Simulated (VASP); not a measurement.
The input files of a VASP run:

INCAR:
```
SYSTEM = BAs
PREC = Accurate
ENCUT = 300
EDIFF = 1E-6
NELM = 100
ALGO = Normal
LREAL = .FALSE.
LASPH = .TRUE.
ISMEAR = 0
SIGMA = 0.05
GGA = PE
LMAXMIX = 4
LWAVE = .FALSE.
LCHARG = .FALSE.
ISIF = 3
IBRION = 2
NSW = 40
EDIFFG = -0.01
```

POSCAR:
```
BAs
1
    0.0000000000     2.3900000000     2.3900000000
    2.3900000000     0.0000000000     2.3900000000
    2.3900000000     2.3900000000     0.0000000000
B As
1 1
Direct
  0.0000000000   0.0000000000   0.0000000000
  0.2500000000   0.2500000000   0.2500000000
```

File KPOINTS:
```
Automatic mesh
0
Gamma
7 7 7
0 0 0
```

POTCAR, in this order: B As (PBE.64 set). Program: vasp_std.

The run wrote:

standard output:
```
 POSCAR found type information on POSCAR B As
 POSCAR found :  2 types and       2 ions
 Reading from existing POTCAR
 Reading from existing POTCAR
 LDA part: xc-table for (Slater+PW92), standard interpolation
 POSCAR, INCAR and KPOINTS ok, starting setup
 WAVECAR not read
 entering main loop
       N       E                     dE             d eps       ncg     rms          rms(c)
DAV:   1     0.493187806677E+01    0.49319E+01   -0.28499E+03   328   0.568E+02
DAV:   2    -0.118397919095E+02   -0.16772E+02   -0.16156E+02   472   0.803E+01
DAV:   3    -0.120208223026E+02   -0.18103E+00   -0.18103E+00   360   0.116E+01
DAV:   4    -0.120210358205E+02   -0.21352E-03   -0.21352E-03   472   0.429E-01
DAV:   5    -0.120210359040E+02   -0.83548E-07   -0.83547E-07   368   0.534E-03    0.499E+00
DAV:   6    -0.114548975458E+02    0.56614E+00   -0.18087E+00   328   0.673E+00    0.249E+00
DAV:   7    -0.113958692381E+02    0.59028E-01   -0.20421E-01   440   0.266E+00    0.968E-01
DAV:   8    -0.113889525921E+02    0.69166E-02   -0.21772E-02   344   0.998E-01    0.119E-01
DAV:   9    -0.113892716023E+02   -0.31901E-03   -0.59381E-04   408   0.196E-01    0.685E-02
DAV:  10    -0.113894557455E+02   -0.18414E-03   -0.28999E-04   384   0.124E-01    0.163E-02
DAV:  11    -0.113894623768E+02   -0.66313E-05   -0.12611E-05   472   0.273E-02    0.146E-02
DAV:  12    -0.113894618708E+02    0.50598E-06   -0.24749E-06   336   0.106E-02
   1 F= -.11389462E+02 E0= -.11389462E+02  d E =-.113895E+02
 bond charge predicted
       N       E                     dE             d eps       ncg     rms          rms(c)
DAV:   1    -0.113998160097E+02   -0.10354E-01   -0.27104E-01   368   0.363E+00    0.500E-01
DAV:   2    -0.113932841603E+02    0.65318E-02   -0.11359E-02   328   0.603E-01    0.241E-01
DAV:   3    -0.113912931437E+02    0.19910E-02   -0.42389E-03   352   0.362E-01    0.806E-02
DAV:   4    -0.113911273689E+02    0.16577E-03   -0.28521E-04   392   0.102E-01    0.446E-02
DAV:   5    -0.113911180565E+02    0.93124E-05   -0.19034E-05   400   0.279E-02    0.237E-02
DAV:   6    -0.113911182060E+02   -0.14946E-06   -0.14738E-06   312   0.815E-03
   2 F= -.11391118E+02 E0= -.11391118E+02  d E =-.165634E-02
 trial-energy change:   -0.001656  1 .order   -0.001801   -0.012966    0.009364
 bond charge predicted
       N       E                     dE             d eps       ncg     rms          rms(c)
DAV:   1    -0.113947018561E+02   -0.35838E-02   -0.50335E-02   376   0.158E+00    0.219E-01
DAV:   2    -0.113935111050E+02    0.11908E-02   -0.20241E-03   328   0.255E-01    0.104E-01
DAV:   3    -0.113931521678E+02    0.35894E-03   -0.78803E-04   352   0.156E-01    0.369E-02
DAV:   4    -0.113931264534E+02    0.25714E-04   -0.49998E-05   384   0.429E-02    0.203E-02
DAV:   5    -0.113931257567E+02    0.69662E-06   -0.35984E-06   336   0.123E-02
   3 F= -.11393126E+02 E0= -.11393126E+02  d E =-.366389E-02
 reached required accuracy - stopping structural energy minimisation
```

OUTCAR:
```
------------------------ aborting loop because EDIFF is reached ----------------------------------------
  FORCE on cell =-STRESS in cart. coord.  units (eV):
  Direction    XX          YY          ZZ          XY          YZ          ZX
  --------------------------------------------------------------------------------------
  Total        0.0024961      0.0024961      0.0024961      0.0000000      0.0000000      0.0000000
  in kB        0.1439376      0.1439376      0.1439376      0.0000000      0.0000000      0.0000000
  external PRESSURE =       0.1439376 kB  Pullay stress =       0.0000000 kB
  volume of cell :       27.78
      direct lattice vectors                 reciprocal lattice vectors
     0.000000000  2.403937226  2.403937226    -0.207992120  0.207992120  0.207992120
     2.403937226  0.000000000  2.403937226     0.207992120 -0.207992120  0.207992120
     2.403937226  2.403937226 -0.000000000     0.207992120  0.207992120 -0.207992120
  FREE ENERGIE OF THE ION-ELECTRON SYSTEM (eV)
  ---------------------------------------------------
  free  energy   TOTEN  =       -11.3931257567 eV

  energy  without entropy=      -11.3931257567  energy(sigma->0) =      -11.39312576

 reached required accuracy - stopping structural energy minimisation
```
(Selected blocks of OUTCAR.)

### Question
The run ends quietly. Is anything wrong with it?

### Answer
The cause: ENCUT is too low for a cell relaxation, so Pulay stress biases the volume. The run ends without an error. Against the sound run, the energy per atom (σ→0) increases by 0.007 eV/atom; the pressure rises by 0.01 GPa; the band gap drops by 0.01 eV; the volume decreases by 0.5 %. To mend it, set ENCUT = 520.

The mended run (PBE GGA, plane waves, VASP's PBE PAW potentials (set 64)) converges, and its OSZICAR ends with
```
   3 F= -.11407074E+02 E0= -.11407074E+02  d E =-.608582E-02
```

The compound is BAs in the zinc blende structure.
